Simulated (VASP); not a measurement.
Given:

```
CdS
1.0
    7.15989     0.00000     0.00000
    0.00000     6.71663     0.00000
    0.00000     0.00000    25.31181
Cd S
10 10
Direct
  0.11429   0.03167   0.35494
  0.88571   0.53167   0.35494
  0.66914   0.98676   0.41603
  0.33086   0.48676   0.41603
  0.16899   0.99194   0.50000
  0.83101   0.49194   0.50000
  0.66914   0.98676   0.58397
  0.33086   0.48676   0.58397
  0.11429   0.03167   0.64506
  0.88571   0.53167   0.64506
  0.18309   0.37627   0.33128
  0.81691   0.87627   0.33128
  0.66718   0.36675   0.41828
  0.33282   0.86675   0.41828
  0.16776   0.37018   0.50000
  0.83224   0.87018   0.50000
  0.66718   0.36675   0.58172
  0.33282   0.86675   0.58172
  0.18309   0.37627   0.66872
  0.81691   0.87627   0.66872
```

All values below come from PBEsol GGA, VASP's PBE PAW potentials (set 64) (plane waves; VASP). Run with PREC = Normal, LREAL = Auto, 400 eV cut-off, 3×3×1 Γ-centred mesh, Gaussian smearing of 0.050 eV, potentials Cd S.

Task: Predict the energy per atom (σ→0), band gap (on the k-mesh) with the smallest direct gap where there is one.

Result: 
```
Quantity                                     Result
-----------------------------------  --------------
band gap (on the k-mesh)                    1.72 eV
smallest direct gap (on the k-mesh)         1.72 eV
energy per atom (σ→0)                -3.288 eV/atom
```

The absolute energy has meaning only against runs of the same code, potentials and settings.

The cell is a thin slab with vacuum, built from CdS (wurtzite): (110) face.
